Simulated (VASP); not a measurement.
All values below come from revPBE GGA, VASP's PBE PAW potentials (set 64) (plane waves; VASP).

The input files of a VASP run:

### POSCAR
```
NiSi2
1
    0.0000000000     2.6815330675     2.6815330675
    2.6815330675     0.0000000000     2.6815330675
    2.6815330675     2.6815330675     0.0000000000
Si Ni
2 1
Direct
  0.2500000000   0.2500000000   0.2500000000
  0.7500000000   0.7500000000   0.7500000000
  0.0000000000   0.0000000000   0.0000000000
```

INCAR:
```
! general
SYSTEM   =  NiSi2
PREC     =  Accurate
ENCUT    =  520   ! plane-wave cut-off (eV)
LREAL    =  .FALSE.   ! projection in real space or not
LASPH    =  .TRUE.

! electronic loop
EDIFF    =  1E-7
NELM     =  100
ALGO     =  Normal   ! blocked Davidson
LMAXMIX  =  4   ! l cut-off of mixed one-centre charges

! smearing
ISMEAR   =  1   ! Methfessel-Paxton
SIGMA    =  0.1

! functional
GGA      =  RE   ! revPBE

! ions
ISIF     =  2   ! forces and stress, cell fixed

! output
LWAVE    =  .FALSE.
LCHARG   =  .FALSE.
```

### KPOINTS
```
Automatic mesh
0
Gamma
10 10 10
0 0 0
```

POTCAR, in this order: Si Ni (PBE.64 set). Program: vasp_std.

**Question.** What does the run give for the energy per atom (σ→0), pressure, band gap (on the k-mesh)?

**Answer.** 
The energy per atom (σ→0) is -5.467 eV/atom and the band gap (on the k-mesh) comes out as none (metal, semimetal or under 0.01 eV). The pressure comes out as 9.34 GPa.

**OSZICAR**
```
...
DAV:  10    -0.164020401050E+02    0.79608E-03   -0.10151E-02  1727   0.202E+00    0.267E-01
DAV:  11    -0.164023794183E+02   -0.33931E-03   -0.11001E-03  1400   0.266E-01    0.297E-02
DAV:  12    -0.164024217891E+02   -0.42371E-04   -0.50825E-05  1580   0.123E-01    0.185E-02
DAV:  13    -0.164024324582E+02   -0.10669E-04   -0.39501E-05  1352   0.963E-02    0.991E-03
DAV:  14    -0.164024329947E+02   -0.53646E-06   -0.14399E-06  1580   0.103E-02    0.434E-03
DAV:  15    -0.164024331117E+02   -0.11699E-06   -0.49282E-07  1505   0.173E-02    0.602E-04
DAV:  16    -0.164024332076E+02   -0.95961E-07   -0.49717E-08   806   0.200E-03
   1 F= -.16402433E+02 E0= -.16401942E+02  d E =-.147214E-02
```

The compound is NiSi2 in the fluorite structure. This cell is one point of a volume scan, at 0.94 of the reference volume. The run is not spin-polarised, so no magnetic state was tried.
